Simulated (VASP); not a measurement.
Input:

```xyz
2
Lattice="2.9376 0.0000 0.0000 0.0000 2.9376 0.0000 0.0000 0.0000 2.9376" Properties=species:S:1:pos:R:3 pbc="T T T"
Cr     0.0000     0.0000     0.0000
Cr     1.4688     1.4688     1.4688
```
Starting moments (μB, in the order of the record's atoms Cr Cr): 1.5 -1.5.

The numbers are results of PBE GGA, VASP's PBE PAW potentials (set 64) (plane waves; VASP), not measurements. Settings: 400 eV cut-off, 11×11×11 Γ-centred mesh, first-order Methfessel-Paxton smearing of 0.10 eV, potentials Cr_pv.

### Question
Give the stress tensor in GPa (positive for a compressed cell).

### Answer

```
-12.04    0.00    0.00
  0.00  -12.04    0.00
  0.00    0.00  -12.04
```
The pressure is its mean diagonal, -12.04 GPa.

The compound is Cr in the bcc, AFM order structure. The cell was not relaxed at this level.
